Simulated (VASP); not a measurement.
VASP input:

### POSCAR
```
KZnF3
3.9937050
  1.0000000000   0.0000000000   0.0000000000
  0.0000000000   1.0000000000   0.0000000000
  0.0000000000   0.0000000000   1.0000000000
K Zn F
1 1 3
Cart
  0.0000000000   0.0000000000   0.0000000000
  0.5000000000   0.5000000000   0.5000000000
  0.5000000000   0.0000000000   0.5000000000
  0.0000000000   0.5000000000   0.5000000000
  0.5000000000   0.5000000000   0.0000000000
```

**INCAR**
```
# general
SYSTEM  =KZnF3
PREC    =Accurate
ENCUT   =400
LREAL   =F
LASPH   =T

# electronic loop
EDIFF   =1E-6
NELM    =100
ALGO    =Normal
LMAXMIX =4

# smearing
ISMEAR  =-1
SIGMA   =0.01

# functional
GGA     =PE

# DFT+U
LDAU    =T
LDAUTYPE=2
LDAUL   =-1 2 -1
LDAUU   =0 5.0 0
LDAUJ   =0 0 0

# ions
ISIF    =2

# output
LWAVE   =F
LCHARG  =F
```

KPOINTS:
```
kpoints
0
Gamma
 4 4 4
```

POTCAR, in this order: K_sv Zn F (PBE.64 set). Program: vasp_std.

**Question.** Write an equivalent input for Quantum ESPRESSO's pw.x.

**Answer.** One equivalent input (not run):
```
&CONTROL
  calculation = 'scf'
  pseudo_dir = './pseudo'
  outdir = './out'
  tprnfor = .true.
  tstress = .true.
/
&SYSTEM
  ibrav = 0
  nat = 5
  ntyp = 3
  ecutwfc = 84
  occupations = 'smearing'
  smearing = 'fermi-dirac'
  degauss = 0.000735
  input_dft = 'pbe'
/
&ELECTRONS
  conv_thr = 7.3e-08
  electron_maxstep = 100
/
ATOMIC_SPECIES
  K 39.098 K.upf
  Zn 65.380 Zn.upf
  F 18.998 F.upf
CELL_PARAMETERS angstrom
     3.9937050    0.0000000    0.0000000
     0.0000000    3.9937050    0.0000000
     0.0000000    0.0000000    3.9937050
ATOMIC_POSITIONS crystal
  K    0.0000000  0.0000000  0.0000000
  Zn   0.5000000  0.5000000  0.5000000
  F    0.5000000  0.0000000  0.5000000
  F    0.0000000  0.5000000  0.5000000
  F    0.5000000  0.5000000  0.0000000
K_POINTS automatic
  4 4 4 0 0 0
HUBBARD {ortho-atomic}
U Zn-3d 5
```
Limits of the translation: the potentials are each code's own (VASP's PAW set, PseudoDojo norm-conserving files in pw.x), so ENCUT and ecutwfc are chosen apart and not converted; conv_thr bounds pw.x's estimated SCF error, while EDIFF bounds the energy change between steps; the +U projectors differ (PAW spheres against orthogonalised atomic orbitals), so the same U acts differently.

The structure is a typed KZnF3 crystal (Pm-3m). The cell was not relaxed at this level. The run is one of a series of settings (LDAU = .TRUE., LDAUJ = 0 0 0, LDAUL = -1 2 -1, LDAUTYPE = 2, LDAUU = 0 5.0 0 against the base run), some of them coarse on purpose.
